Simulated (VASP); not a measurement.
Energy against volume of Ni (fcc). All values below come from optB86b-vdW, VASP's PBE PAW potentials (set 64) (plane waves; VASP). Numerical set-up: 520 eV cut-off, 18×18×18 Γ-centred mesh, first-order Methfessel-Paxton smearing of 0.10 eV, potentials Ni.

```tsv
V (Å³/atom)	E (eV/atom)
10.279	-2.88822
10.597	-2.89527
10.915	-2.88958
11.233	-2.87324
```

Question: Fit these four points and predict the energy of the run at 9.961 Å³/atom.

Answer: A cubic in V^(−2/3), the third-order Birch-Murnaghan form, passes through the four points with V0 = 10.60 Å³/atom and B0 = 213 GPa, and gives -2.8659 eV/atom there. The run gave -2.8660 eV/atom, -0.0 meV/atom from the fit; all five points give B0 = 213 GPa.

The compound is Ni in the fcc structure. It was relaxed first.
